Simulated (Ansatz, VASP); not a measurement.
# Ta (Ta(111)) in two plane-wave programs

Aim: how closely do two programs agree when they are given the same cell, functional and k mesh?

Calculated with Ansatz 0.2.0; plane waves, with VASP 6.6.1 beside it; single point at PBE, single point at RPBE and single point at r2SCAN.

### 1. Set-up

The cell holds 11 atoms: 11 Ta. Its edges and angles: a = 4.681 Å, b = 4.681 Å, c = 27.555 Å, α = 90.0°, β = 90.0°, γ = 60.0°. Vacuum lies along c.

### 2. VASP: single point, PBE

A single point gives forces, pressure and levels at one fixed geometry, so differences don't come from the geometry; what else differs is listed under the comparison.

Lines of VASP's logs that name or quote its potential files are left out, and so is its time.

INCAR reads:

```
SYSTEM = Ta
PREC = Normal
ENCUT = 350
EDIFF = 1E-06
NELM = 120
ISMEAR = 1
SIGMA = 0.1
LREAL = .FALSE.
ALGO = Normal
GGA = PE
NBANDS = 38
LASPH = .TRUE.
LORBIT = 11
LWAVE = .FALSE.
LCHARG = .FALSE.
NCORE = 4
IDIPOL = 3
LDIPOL = .TRUE.
DIPOL = 0.5 0.5 0.5
LVHAR = .TRUE.
LVACPOTAV = .TRUE.
```

POSCAR reads:

```
Ta
1.0
    4.6810468915      0.0000000000      0.0000000000
    2.3405234457      4.0539055243      0.0000000000
    0.0000000000      0.0000000000     27.5551469551
Ta
11
Direct
    0.6666666667      0.6666666667      0.3266177464
    0.0000000000      0.0000000000      0.3612941971
    0.3333333333      0.3333333333      0.3959706478
    0.6666666667      0.6666666667      0.4306470986
    0.0000000000      0.0000000000      0.4653235493
    0.3333333333      0.3333333333      0.5000000000
    0.6666666667      0.6666666667      0.5346764507
    0.0000000000      0.0000000000      0.5693529014
    0.3333333333      0.3333333333      0.6040293522
    0.6666666667      0.6666666667      0.6387058029
    0.0000000000      0.0000000000      0.6733822536
```

KPOINTS reads:

```
Automatic mesh
0
Gamma
3 3 1
0 0 0
```

The projector-augmented-wave data sets are Ta (PBE family, release 64).

On the command line:

```sh
mpirun -np 4 vasp_std
```

Numbers of over 12 decimals in the logs are rounded to 6 here.

The program printed:

```text
[banner, memory and clock lines left out]
running    4 mpi-ranks, on    1 nodes
 distrk:  each k-point on    4 cores,    1 groups
 distr:  one band on    4 cores,    1 groups

 POSCAR found type information on POSCAR Ta
 POSCAR found :  1 types and      11 ions
 LDA part: xc-table for (Slater+PW92), standard interpolation
 POSCAR, INCAR and KPOINTS ok, starting setup
 FFT: planning ... GRIDC
 FFT: planning ... GRID_SOFT
 FFT: planning ... GRID
 WAVECAR not read
 entering main loop
       N       E                     dE             d eps       ncg     rms          rms(c)
DAV:   1     0.167267435678E+03    0.16727E+03   -0.14883E+04   228   0.791E+02
DAV:   2    -0.100329575684E+03   -0.26760E+03   -0.25178E+03   336   0.163E+02
DAV:   3    -0.133158751187E+03   -0.32829E+02   -0.31507E+02   274   0.596E+01
DAV:   4    -0.136000428404E+03   -0.28417E+01   -0.27882E+01   376   0.158E+01
DAV:   5    -0.136062655108E+03   -0.62227E-01   -0.61942E-01   368   0.259E+00    0.424E+01
DAV:   6    -0.162796039343E+03   -0.26733E+02   -0.30103E+02   440   0.368E+01    0.295E+01
DAV:   7    -0.141592557837E+03    0.21203E+02   -0.59022E+02   426   0.638E+01    0.263E+01
DAV:   8    -0.132501501022E+03    0.90911E+01   -0.13680E+02   352   0.339E+01    0.127E+01
DAV:   9    -0.125890664195E+03    0.66108E+01   -0.28689E+01   362   0.138E+01    0.748E+00
DAV:  10    -0.124231611328E+03    0.16591E+01   -0.34407E+00   416   0.485E+00    0.503E+00
DAV:  11    -0.124314488285E+03   -0.82877E-01   -0.19056E-01   328   0.136E+00    0.509E+00
DAV:  12    -0.124288079053E+03    0.26409E-01   -0.14068E-02   408   0.312E-01    0.503E+00
DAV:  13    -0.123864160595E+03    0.42392E+00   -0.30829E-01   368   0.127E+00    0.432E+00
DAV:  14    -0.123158286694E+03    0.70587E+00   -0.20357E+00   368   0.301E+00    0.394E+00
[...]
DAV:  29    -0.123019244161E+03   -0.14215E-04   -0.82614E-06   296   0.585E-03    0.513E-03
DAV:  30    -0.123019250836E+03   -0.66757E-05   -0.37630E-06   232   0.472E-03    0.148E-03
DAV:  31    -0.123019259003E+03   -0.81669E-05   -0.16100E-06   208   0.312E-03    0.291E-03
DAV:  32    -0.123019264943E+03   -0.59394E-05   -0.59182E-07   192   0.241E-03    0.120E-03
DAV:  33    -0.123019269214E+03   -0.42714E-05   -0.21178E-07   176   0.138E-03    0.132E-03
DAV:  34    -0.123019272373E+03   -0.31589E-05   -0.18763E-07   184   0.113E-03    0.304E-04
DAV:  35    -0.123019273988E+03   -0.16145E-05   -0.10457E-07   184   0.735E-04    0.195E-04
DAV:  36    -0.123019274511E+03   -0.52344E-06   -0.52198E-08   176   0.539E-04
|                                                                             |
|           W    W    AA    RRRRR   N    N  II  N    N   GGGG   !!!           |
|           W    W   A  A   R    R  NN   N  II  NN   N  G    G  !!!           |
|           W    W  A    A  R    R  N N  N  II  N N  N  G       !!!           |
|           W WW W  AAAAAA  RRRRR   N  N N  II  N  N N  G  GGG   !            |
|           WW  WW  A    A  R   R   N   NN  II  N   NN  G    G                |
|           W    W  A    A  R    R  N    N  II  N    N   GGGG   !!!           |
|                                                                             |
|     Did not find any points to average over, which means that no vacuum     |
|     field-free region was found. Please increase the size of  your cell     |
|     in the dimension of the dipole correction to obtain accurate            |
|     workfunction values.                                                    |
|                                                                             |

   1 F= -.12301927E+03 E0= -.12301552E+03  d E =-.112580E-01
```

OUTCAR, selected parts (step 2):

```text
ion  position               nearest neighbor table
   1  0.667  0.667  0.327-   2 2.87   2 2.87   2 2.87   4 2.87   3 3.31   3 3.31   3 3.31
   2  0.000  0.000  0.361-   3 2.87   1 2.87   3 2.87   1 2.87   3 2.87   1 2.87   5 2.87   4 3.31
                             4 3.31   4 3.31
   3  0.333  0.333  0.396-   2 2.87   2 2.87   2 2.87   4 2.87   4 2.87   6 2.87   4 2.87   1 3.31
                             1 3.31   1 3.31   5 3.31   5 3.31   5 3.31
   4  0.667  0.667  0.431-   7 2.87   5 2.87   5 2.87   5 2.87   3 2.87   3 2.87   1 2.87   3 2.87
                             6 3.31   6 3.31   6 3.31   2 3.31   2 3.31   2 3.31
   5  0.000  0.000  0.465-   8 2.87   6 2.87   4 2.87   6 2.87   4 2.87   6 2.87   4 2.87   2 2.87
                             7 3.31   7 3.31   7 3.31   3 3.31   3 3.31   3 3.31
   6  0.333  0.333  0.500-   7 2.87   5 2.87   7 2.87   5 2.87   5 2.87   7 2.87   3 2.87   9 2.87
                             4 3.31   8 3.31   4 3.31   8 3.31   8 3.31   4 3.31
   7  0.667  0.667  0.535-   4 2.87   6 2.87   8 2.87   6 2.87   8 2.87   8 2.87   6 2.87  10 2.87
                             5 3.31   5 3.31   5 3.31   9 3.31   9 3.31   9 3.31
   8  0.000  0.000  0.569-   5 2.87   7 2.87   7 2.87   7 2.87   9 2.87   9 2.87   9 2.87  11 2.87
                             6 3.31   6 3.31   6 3.31  10 3.31  10 3.31  10 3.31
   9  0.333  0.333  0.604-  10 2.87  10 2.87  10 2.87   8 2.87   8 2.87   8 2.87   6 2.87  11 3.31
                            11 3.31  11 3.31   7 3.31   7 3.31   7 3.31
  10  0.667  0.667  0.639-   9 2.87  11 2.87   9 2.87  11 2.87  11 2.87   9 2.87   7 2.87   8 3.31
                             8 3.31   8 3.31
  11  0.000  0.000  0.673-  10 2.87  10 2.87  10 2.87   8 2.87   9 3.31   9 3.31   9 3.31

  LATTYP: Found a hexagonal cell.
 ALAT       =     4.6810468914
 C/A-ratio  =     5.8865351265

 Subroutine GETGRP returns: Found 12 space group operations
 (whereof  6 operations were pure point group operations)

The static configuration has the point symmetry C_3v.
 The point group associated with its full space group is D_3d.

 Found      3 irreducible k-points:

   k-points           NKPTS =      3   k-points in BZ     NKDIM =      3   number of bands    NBANDS=     38

   dimension x,y,z NGX =    24 NGY =   24 NGZ =  126
   dimension x,y,z NGXF=    48 NGYF=   48 NGZF=  252

   ENCUT  =  350.0 eV  25.72 Ry    5.07 a.u.   7.14  7.14 42.03*2*pi/ulx,y,z

   NELECT =      55.0000    total number of electrons

 k-points in reciprocal lattice and weights: Automatic mesh
   0.00000000  0.00000000  0.00000000       0.111
   0.33333333  0.00000000  0.00000000       0.667
  -0.33333333  0.33333333  0.00000000       0.222

 dipolmoment           0.000000      0.000000     -0.000000 electrons x Angstroem

 average (electrostatic) potential at core
       1 -41.6481       2 -40.7666       3 -41.0231       4 -40.7345       5 -40.6071
       6 -40.7186       7 -40.6071       8 -40.7345       9 -41.0231      10 -40.7666
      11 -41.6481

 E-fermi :   0.1288

 k-point     1 :       0.0000    0.0000    0.0000
  band No.  band energies     occupation
    ...
     26      -0.2987      2.00000
     27      -0.2987      2.00000
     28      -0.0033      2.06844
     29      -0.0033      2.06844
     30       0.1236      1.08669
     31       0.2953     -0.04017
     32       0.5452     -0.00000
     33       0.5452     -0.00000
     34       1.4568     -0.00000
     35       1.7231     -0.00000
    ...

 k-point     2 :       0.3333    0.0000    0.0000
  band No.  band energies     occupation
    ...
     23      -0.3229      2.00000
     24      -0.3046      2.00000
     25      -0.0861      2.00959
     26      -0.0740      2.01461
     27       0.1407      0.80011
     28       0.3108     -0.02731
     29       0.4458     -0.00007
     30       0.5777     -0.00000
     31       0.6716     -0.00000
     32       0.7104     -0.00000
    ...

 k-point     3 :      -0.3333    0.3333    0.0000
  band No.  band energies     occupation
    ...
     27      -0.2209      2.00001
     28      -0.0063      2.06682
     29      -0.0063      2.06682
     30       0.1384      0.83869
     31       0.1496      0.65662
     32       0.2317     -0.05572
     33       0.2317     -0.05572
     34       1.4833     -0.00000
     35       1.4941     -0.00000
     36       1.4941     -0.00000
    ...

  Total      -11.3936215    -11.3936215    -12.8610093      0.0000000      0.0000000     -0.0000000
  in kB      -34.9102553    -34.9102553    -39.4063569      0.0000000      0.0000000     -0.0000000
  external PRESSURE =     -36.4089559 kB  Pullay stress =       0.0000000 kB

  energy-cutoff  :      350.00
  volume of cell :      522.90
      direct lattice vectors                 reciprocal lattice vectors
     4.681046892  0.000000000  0.000000000     0.213627426 -0.123337852  0.000000000
     2.340523446  4.053905524  0.000000000     0.000000000  0.246675704  0.000000000
     0.000000000  0.000000000 27.555146955     0.000000000  0.000000000  0.036290861

 POSITION                                       TOTAL-FORCE (eV/Angst)
 -----------------------------------------------------------------------------------
      4.68105      2.70260      9.00000        -0.000000     -0.000000      2.202588
      0.00000      0.00000      9.95551         0.000000     -0.000000     -0.030755
      2.34052      1.35130     10.91103         0.000000      0.000000     -1.020454
      4.68105      2.70260     11.86654        -0.000000     -0.000000     -0.399078
      0.00000      0.00000     12.82206        -0.000000     -0.000000     -0.468592
      2.34052      1.35130     13.77757         0.000000     -0.000000      0.000000
      4.68105      2.70260     14.73309         0.000000      0.000000      0.468592
      0.00000      0.00000     15.68860         0.000000     -0.000000      0.399078
      2.34052      1.35130     16.64412        -0.000000      0.000000      1.020454
      4.68105      2.70260     17.59963        -0.000000      0.000000      0.030755
      0.00000      0.00000     18.55515         0.000000      0.000000     -2.202588
 -----------------------------------------------------------------------------------
    total drift:                               -0.000000     -0.000000     -0.000000

  FREE ENERGIE OF THE ION-ELECTRON SYSTEM (eV)
  ---------------------------------------------------
  free  energy   TOTEN  =      -123.0192745110 eV

  energy  without entropy=     -123.0080165174  energy(sigma->0) =     -123.01552185

 vacuum level on the upper side and lower side of the slab         3.641         3.641

 total charge
# of ion       s       p       d       tot
------------------------------------------
    1        0.697   0.306   3.110   4.114
    2        0.728   0.533   3.339   4.600
    3        0.698   0.644   3.246   4.588
    4        0.695   0.709   3.340   4.745
    5        0.702   0.687   3.381   4.770
    6        0.705   0.716   3.335   4.756
    7        0.702   0.687   3.381   4.770
    8        0.695   0.709   3.340   4.745
    9        0.698   0.644   3.246   4.588
   10        0.728   0.533   3.339   4.600
   11        0.697   0.306   3.110   4.114
--------------------------------------------------
tot          7.743   6.476  36.169  50.388
```

The data set Ta keeps the semicore shell frozen, which is cheaper and a little less accurate.

### 3. Ansatz: single point, PBE

Ansatz runs on its default PAW (the set named soft_2) files.

The same cell, functional, mesh and smearing now go to Ansatz, which takes its cutoff from its data sets.

input.yaml reads:

```yaml
crystal:
  lattice:
    - [4.6810468915, 0.0, 0.0]
    - [2.3405234457, 4.0539055243, 0.0]
    - [0.0, 0.0, 27.5551469551]
  atoms:
    - { symbol: Ta, position: [0.6666666667, 0.6666666667, 0.3266177464] }
    - { symbol: Ta, position: [0.0, 0.0, 0.3612941971] }
    - { symbol: Ta, position: [0.3333333333, 0.3333333333, 0.3959706478] }
    - { symbol: Ta, position: [0.6666666667, 0.6666666667, 0.4306470986] }
    - { symbol: Ta, position: [0.0, 0.0, 0.4653235493] }
    - { symbol: Ta, position: [0.3333333333, 0.3333333333, 0.5] }
    - { symbol: Ta, position: [0.6666666667, 0.6666666667, 0.5346764507] }
    - { symbol: Ta, position: [0.0, 0.0, 0.5693529014] }
    - { symbol: Ta, position: [0.3333333333, 0.3333333333, 0.6040293522] }
    - { symbol: Ta, position: [0.6666666667, 0.6666666667, 0.6387058029] }
    - { symbol: Ta, position: [0.0, 0.0, 0.6733822536] }
hamiltonian:
  xc: pbe
  pseudopotentials: { kind: paw }
kpoints:
  mp_grid: { grid: [3, 3, 1] }
scf:
  occupations: { method: methfessel_paxton, width: 0.1 }
  n_extra_bands: 6
efield:
  axis: 3
  dipole_correction: true
  ramp_width: 0.04
output:
  forces: true
  eigenvalues: true
```

On the command line:

```sh
ansatz run input.yaml --threads 4 --pin off --max-ram 9216MiB --backend cpu --events-out ev --progress --plain --runs-dir out
```

The program printed:

```text
scf.n_extra_bands = 6 over 72 filled bands (N_el = 143.0): the run solves 78 bands
Engine: ansatz 0.2.0, x86_64-unknown-linux-gnu
Pseudopotentials: kind: paw
Pseudopotential: Ta, paw, valence charge 13, recommended cutoff 420 eV (normal), Ta.paw.azcp
Functional definition: PBE
  parameter kappa = 0.804
  parameter beta = 0.066725
  exchange = pbe_x(kappa = kappa, mu = beta*pi^2/3)
  correlation = pbe_c(beta = beta)
Crystal: 11 atoms, lattice volume = 522.901 Å³
Basis set: ecut = 420 eV, 10215 PW (Γ), exchange–correlation on 64×64×384 points (8 copies of the dense FFT grid, shifted against one another)
Bands: 78, of which v1, the nominal top of the filled ones, is band 72 counted from 1 (71 counted from 0)
Symmetry: 6 space group operations
k-points: 3 of 9 (time reversal used)
Non-local potential: Ta, projectors of the file, l = 0: 3, l = 1: 2, l = 2: 2, l = 3: 1
PAW form: soft (Blöchl's): semilocal exchange-correlation on the pseudo side does not see the compensation charge
PAW one-centre angular grid: Ta, 590 points (default); XC on 64 Gauss nodes
Initial density: superposition of atomic densities (neutral atoms: chi_scale 0, normalization atom), corrected by the library's trained network
Initial wavefunctions: pseudopotential atomic-orbital guess
Functional: x = pbe(κ = 0.804, μ = 0.219515), c = pbe(β = 0.066725)
SCF iter   1: F=—  HF=-109247.440824 eV  |F-HF|=—  |Δ(HF+E_count)|=         —  Δρ=5.62e-3  dr2=1.51e0  ethr=1.77e-3  p=0.000 e·Å  D=1.83e-13 V/Å  ΔV_dip=-0.00 eV  dr2_dipole=1.68e-4  V_vac-E_F(+/−)=3.91/3.91 eV  ⟨swp⟩=10.0  Hψ=1117  notcnv=0
efield: sawtooth ramp at fractional position 0.9800 (placed from the atoms, in the widest stretch of the axis that holds none; the zero of the levels goes with the place), width 0.0400; the density the first Hamiltonian is built on has a dipole p = 0.000 e·Å; the dipole correction subtracts the counter field D = 1.83e-13 V/Å, which shifts the + side's vacuum level by -0.00 eV against the − side's; the planar-averaged density in the ramp window peaks in size at 8.8e-6 e/Å³
preconditioner: auto → LDOS  [metal: Δε(μ)=0.048 eV  Ē_g=2.601 eV  σ=0.100 eV  W_gap=0.38  n_scr=96 (ndim 8)  ℏωp=12.0 eV  f_vac=0.531  D(μ)=16.98/eV (n_scr^D=122)  β→1.0]
SCF iter   2: F=—  HF=-109247.400769 eV  |F-HF|=—  |Δ(HF+E_count)|=   4.01e-2  S|Δr|=    0.00e0  Δρ=3.44e-3  dr2=4.42e-1  ethr=1.05e-3  p=-0.001 e·Å  D=-1.76e-4 V/Å  ΔV_dip=0.00 eV  dr2_dipole=1.25e-3  V_vac-E_F(+/−)=3.36/3.35 eV  ⟨swp⟩=3.0  Hψ=351  notcnv=0
SCF iter   3: F=—  HF=-109247.382192 eV  |F-HF|=—  |Δ(HF+E_count)|=   1.86e-2  S|Δr|=    0.00e0  Δρ=1.39e-3  dr2=1.14e-1  ethr=3.09e-4  p=0.000 e·Å  D=1.10e-4 V/Å  ΔV_dip=-0.00 eV  dr2_dipole=4.32e-4  V_vac-E_F(+/−)=3.56/3.56 eV  ⟨swp⟩=2.0  Hψ=312  notcnv=0
SCF iter   4: F=—  HF=-109247.379942 eV  |F-HF|=—  |Δ(HF+E_count)|=   2.25e-3  S|Δr|=    0.00e0  Δρ=5.17e-4  dr2=9.97e-3  ethr=8.00e-5  p=0.000 e·Å  D=5.72e-5 V/Å  ΔV_dip=-0.00 eV  dr2_dipole=4.84e-7  V_vac-E_F(+/−)=3.51/3.51 eV  ⟨swp⟩=1.0  Hψ=234  notcnv=0
SCF iter   5: F=—  HF=-109247.379806 eV  |F-HF|=—  |Δ(HF+E_count)|=   1.36e-4  S|Δr|=    0.00e0  Δρ=1.83e-4  dr2=8.58e-4  ethr=6.97e-6  p=0.000 e·Å  D=3.92e-5 V/Å  ΔV_dip=-0.00 eV  dr2_dipole=1.08e-5  V_vac-E_F(+/−)=3.48/3.48 eV  ⟨swp⟩=2.0  Hψ=290  notcnv=0
SCF iter   6: F=—  HF=-109247.379809 eV  |F-HF|=—  |Δ(HF+E_count)|=   3.13e-6  S|Δr|=    0.00e0  Δρ=9.28e-5  dr2=3.25e-4  ethr=6.00e-7  p=0.000 e·Å  D=2.65e-5 V/Å  ΔV_dip=-0.00 eV  dr2_dipole=1.28e-7  V_vac-E_F(+/−)=3.48/3.48 eV  ⟨swp⟩=2.0  Hψ=314  notcnv=0
SCF iter   7: F=—  HF=-109247.379807 eV  |F-HF|=—  |Δ(HF+E_count)|=   1.36e-6  S|Δr|=    0.00e0  Δρ=3.90e-5  dr2=2.08e-5  ethr=2.27e-7  p=0.000 e·Å  D=1.62e-5 V/Å  ΔV_dip=-0.00 eV  dr2_dipole=8.14e-7  V_vac-E_F(+/−)=3.49/3.49 eV  ⟨swp⟩=2.0  Hψ=274  notcnv=0
SCF iter   8: F=—  HF=-109247.380394 eV  |F-HF|=—  |Δ(HF+E_count)|=   5.86e-4  S|Δr|=    0.00e0  Δρ=1.68e-5  dr2=2.80e-6  ethr=1.45e-8  p=0.000 e·Å  D=9.98e-6 V/Å  ΔV_dip=-0.00 eV  dr2_dipole=2.43e-7  V_vac-E_F(+/−)=3.49/3.49 eV  ⟨swp⟩=2.3  Hψ=316  notcnv=0
SCF iter   9: F=—  HF=-109247.380395 eV  |F-HF|=—  |Δ(HF+E_count)|=   1.21e-6  S|Δr|=    0.00e0  Δρ=6.32e-6  dr2=7.25e-7  ethr=1.96e-9  p=0.000 e·Å  D=3.28e-6 V/Å  ΔV_dip=-0.00 eV  dr2_dipole=1.16e-7  V_vac-E_F(+/−)=3.49/3.49 eV  ⟨swp⟩=2.0  Hψ=304  notcnv=0
SCF iter  10: F=-109247.380395 eV  HF=-109247.380395 eV  |F-HF|=5.43e-8  |Δ(HF+E_count)|=   2.59e-7  S|Δr|=    0.00e0  Δρ=2.35e-6  dr2=7.09e-8  ethr=6.99e-11  p=0.000 e·Å  D=1.61e-6 V/Å  ΔV_dip=-0.00 eV  dr2_dipole=7.41e-9  V_vac-E_F(+/−)=3.49/3.49 eV  ⟨swp⟩=7.0  Hψ=1176  notcnv=0
SCF 1 converged in 10 iterations: F = -109247.380395 eV  dr2 = 7.09e-8
  greatest PAW one-centre occupation: 1.000 electrons in one spin orbital (limit 2), on the Ta atom at site 9 (counted from 0), in its partial waves of l = 0
SCF converged after 10 iterations
Stability not checked: this state was not tested for a lower state beside it, because cold or Methfessel-Paxton smearing, or corrected tetrahedra, fill the levels in a way that the test cannot read (fill_not_monotonic; see scf.lower_state_search)
Free energy (F): -109247.380395 eV
Harris-Foulkes:  -109247.380395 eV  (|F-HF|=5.43e-8)
Internal energy: -109247.368542 eV  (E = F + TS)
E sigma→0 (E₀):  -109247.377432 eV
Entropy (-TS):   -0.011854 eV (-1.078 meV/atom)
Fermi energy:    5.033567 eV
Dipole field:    D = -0.000070 V/Å  (p = -0.000202 e·Å, saw-weighted, corrected)
Work function:   Φ+ = 3.4905 eV   Φ− = 3.4886 eV
Levels:          The Fermi level and band energies are counted from a zero that moves with the ramp; work functions are not
--- Per-component energies (eV) ---
  E_band       = -3105.562404
  E_kinetic    = 4005.600639
  E_local      = -176917.853288  (includes V_loc(G=0)·N_el)
  E_nonlocal   = 164.139644
  E_hartree    = 86555.096770
  E_xc         = -2390.837459
  E_vxc        = -2228.234763  (∫ρ·V_xc dr)
  E_paw        = -92360.840039  (= ΣΔE_a)
  E_vpaw       = -1239.397298  (= ΣTr[D̂ρ^β])
  E_aug_tail   = 0.001573  (compensation charges beyond the density's cutoff)
  E_efield     = 0.000000  (sawtooth field / dipole correction)
  E_vefield    = 0.000000  (∫n·V_field dr)
  E_ewald      = 71697.323618
  E_smearing   = -0.011854  (= −TS)
  E_closure    = 0.000000  (closes the sum)
  Σ components = -109247.380395   (vs F -109247.380395, Δ=0.00e0)
--- Forces (eV/Å), atoms counted from 1 ---
  atom   1  Ta    -0.00000000     0.00000000     2.02334403
  atom   2  Ta     0.00000000    -0.00000000    -0.07276144
  atom   3  Ta     0.00000000    -0.00000000    -1.08070472
  atom   4  Ta    -0.00000000     0.00000000    -0.35362384
  atom   5  Ta     0.00000000    -0.00000000    -0.45889548
  atom   6  Ta     0.00000000    -0.00000000     0.00000793
  atom   7  Ta    -0.00000000     0.00000000     0.45889718
  atom   8  Ta     0.00000000    -0.00000000     0.35366371
  atom   9  Ta    -0.00000000     0.00000000     1.08070807
  atom  10  Ta    -0.00000000     0.00000000     0.07276362
  atom  11  Ta     0.00000000    -0.00000000    -2.02333446
  max |Σ_I F_I| component: 6.46e-5 eV/Å
--- Band table (eV) ---
  k-point 0: bands = [... 68 lower, 4.3842, 4.6046, 4.6046, 4.9012, 4.9012, 5.0340, 5.2088, 5.4493, ... 2 higher]
  k-point 1: bands = [... 68 lower, 4.8192, 4.8285, 5.0461, 5.2185, 5.3498, 5.4838, 5.5772, 5.6164, ... 2 higher]
  k-point 2: bands = [... 68 lower, 4.6741, 4.6845, 4.6845, 4.8992, 4.8992, 5.0411, 5.0517, 5.1375, ... 2 higher]
```

Elapsed: 2.7 s, on 4 threads of Intel Xeon Platinum 8559C (Emerald Rapids), shared host; peak memory 0.91 GiB; 8.8 s of CPU time.

[end of part 1 of 2]

[Lines on the potential files, build, host, timing and source positions are cut from VASP's logs without a mark.]

[Logs are printed without paths, hosts, clocks, repeated set-up lines and the standing remarks that a program may print on its own settings, such as how far it seeks lower states.]

[Hosts, paths, dates, database ids (printed as entryN), source tags and the programs' standing remarks are cut or masked in the printed files.]
